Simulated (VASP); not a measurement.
VASP input:

INCAR:
```
SYSTEM = Ca
PREC = Accurate
ENCUT = 400
EDIFF = 1E-6
NELM = 25
ALGO = VeryFast
LREAL = .FALSE.
LASPH = .TRUE.
ISMEAR = 1
SIGMA = 0.1
GGA = PE
LWAVE = .FALSE.
LCHARG = .FALSE.
ISIF = 2
HFSCREEN = 0.2
AEXX = 0.25
LHFCALC = .TRUE.
PRECFOCK = Fast
ISYM = 3
```

**POSCAR**
```
Ca
1
    0.0000000000     2.8458000000     2.8458000000
    2.8458000000     0.0000000000     2.8458000000
    2.8458000000     2.8458000000     0.0000000000
Ca
1
Direct
  0.0000000000   0.0000000000   0.0000000000
```

File KPOINTS:
```
Automatic mesh
0
Gamma
2 2 2
0 0 0
```

POTCAR, in this order: Ca_sv (PBE.64 set). Program: vasp_std.

Q: What happens when VASP runs on this input?

A: There is a fault: a hybrid functional was run with ALGO = VeryFast. The run did not converge; its last values are not results. Against the sound run, the energy per atom (σ→0) increases by 52.894 eV/atom; the pressure falls by 92.33 GPa.

File standard output:
```
 POSCAR found type information on POSCAR Ca
 POSCAR found :  1 types and       1 ions
 Reading from existing POTCAR
 Reading from existing POTCAR
 LDA part: xc-table for (Slater+PW92), standard interpolation
 POSCAR, INCAR and KPOINTS ok, starting setup
 WAVECAR not read
 entering main loop
       N       E                     dE             d eps       ncg     rms          rms(c)
RMM:   1    -0.893781525654E+02   -0.89378E+02   -0.29923E+03    27   0.697E+02
RMM:   2    -0.182304955940E+03   -0.92927E+02   -0.10098E+03    27   0.204E+02
RMM:   3    -0.182364983468E+03   -0.60028E-01   -0.13438E+02    27   0.943E+01
RMM:   4    -0.177715770112E+03    0.46492E+01   -0.12143E+01    27   0.386E+01
RMM:   5    -0.178872562288E+03   -0.11568E+01   -0.27563E+00    27   0.230E+01
RMM:   6    -0.181193971172E+03   -0.23214E+01   -0.30326E+01    27   0.198E+01
RMM:   7    -0.178429395286E+03    0.27646E+01   -0.96748E+00    27   0.160E+01
RMM:   8    -0.178357384537E+03    0.72011E-01    0.36552E+00    27   0.103E+01
RMM:   9    -0.178210898643E+03    0.14649E+00   -0.34998E+00    84   0.104E+01
RMM:  10    -0.178276593511E+03   -0.65695E-01   -0.12339E+00    94   0.807E+00
RMM:  11    -0.178327459601E+03   -0.50866E-01   -0.57370E-01    94   0.698E+00
RMM:  12    -0.178338809296E+03   -0.11350E-01   -0.41981E-01    97   0.668E+00    0.255E+00
RMM:  13     0.520621186598E+02    0.23040E+03   -0.91550E+00   102   0.302E+01    0.439E+00
RMM:  14     0.511918503306E+02   -0.87027E+00   -0.50627E-01    88   0.876E+00    0.232E+00
RMM:  15     0.513915338541E+02    0.19968E+00   -0.30925E-01    81   0.700E+00    0.121E+00
RMM:  16     0.514823567929E+02    0.90823E-01   -0.26853E-01    84   0.653E+00    0.632E-01
RMM:  17     0.515185753171E+02    0.36219E-01   -0.24099E-01    92   0.607E+00    0.300E-01
RMM:  18     0.515437626857E+02    0.25187E-01   -0.24084E-01    95   0.595E+00    0.843E-02
RMM:  19     0.515607064526E+02    0.16944E-01   -0.21731E-01    94   0.570E+00    0.471E-02
RMM:  20     0.515659194631E+02    0.52130E-02   -0.23642E-01   100   0.568E+00    0.248E-02
RMM:  21     0.515672711594E+02    0.13517E-02   -0.23125E-01   101   0.565E+00    0.478E-02
RMM:  22     0.515704979582E+02    0.32268E-02   -0.21836E-01   100   0.564E+00    0.216E-02
RMM:  23     0.515695224390E+02   -0.97552E-03   -0.22334E-01   103   0.562E+00    0.267E-02
RMM:  24     0.515710139234E+02    0.14915E-02   -0.22210E-01   101   0.562E+00    0.292E-02
RMM:  25     0.515715607068E+02    0.54678E-03   -0.22174E-01   104   0.558E+00

 -----------------------------------------------------------------------------
|                                                                             |
|           W    W    AA    RRRRR   N    N  II  N    N   GGGG   !!!           |
|           W    W   A  A   R    R  NN   N  II  NN   N  G    G  !!!           |
|           W    W  A    A  R    R  N N  N  II  N N  N  G       !!!           |
|           W WW W  AAAAAA  RRRRR   N  N N  II  N  N N  G  GGG   !            |
|           WW  WW  A    A  R   R   N   NN  II  N   NN  G    G                |
|           W    W  A    A  R    R  N    N  II  N    N   GGGG   !!!           |
|                                                                             |
|     The electronic self-consistency was not achieved in the given           |
|     number of steps (NELM). The forces and other quantities evaluated       |
|     might not be reliable so examine the results carefully. If you find     |
|     spurious results, we suggest increasing NELM, if you were close to      |
|     convergence or switching to a different ALGO or adjusting the           |
|     density mixing parameters otherwise.                                    |
|                                                                             |
 -----------------------------------------------------------------------------

   1 F= 0.51571561E+02 E0= 0.51570594E+02  d E =0.289895E-02
```

File OUTCAR:
```
------------------------ aborting loop EDIFF was not reached (unconverged)  ----------------------------
  FORCE on cell =-STRESS in cart. coord.  units (eV):
  Direction    XX          YY          ZZ          XY          YZ          ZX
  --------------------------------------------------------------------------------------
  Total      -27.6668444    -27.6668444    -27.6668444      0.0000000     -0.0000000      0.0000000
  in kB     -961.6722601   -961.6722601   -961.6722601      0.0000000     -0.0000000      0.0000000
  external PRESSURE =    -961.6722601 kB  Pullay stress =       0.0000000 kB
  volume of cell :       46.09
      direct lattice vectors                 reciprocal lattice vectors
     0.000000000  2.845800000  2.845800000    -0.175697519  0.175697519  0.175697519
     2.845800000  0.000000000  2.845800000     0.175697519 -0.175697519  0.175697519
     2.845800000  2.845800000  0.000000000     0.175697519  0.175697519 -0.175697519
 POSITION                                       TOTAL-FORCE (eV/Angst)
 -----------------------------------------------------------------------------------
      0.00000      0.00000      0.00000         0.000000      0.000000      0.000000
 -----------------------------------------------------------------------------------
    total drift:                               -0.013462     -0.009368     -0.014788
  FREE ENERGIE OF THE ION-ELECTRON SYSTEM (eV)
  ---------------------------------------------------
  free  energy   TOTEN  =        51.5715607068 eV

  energy  without entropy=       51.5686617541  energy(sigma->0) =       51.57059439

  exchange ACFDT corr.  =         0.00000000  see jH, gK, PRB 81, 115126
```
(Selected blocks of OUTCAR.)

To mend it, set ALGO = Normal.

The mended run (HSE06 screened hybrid, plane waves, VASP's PBE PAW potentials (set 64)) converges, and its OSZICAR ends with
```
   1 F= -.13225131E+01 E0= -.13232398E+01  d E =0.218020E-02
```

The compound is Ca in the fcc structure. The cell was not relaxed at this level.
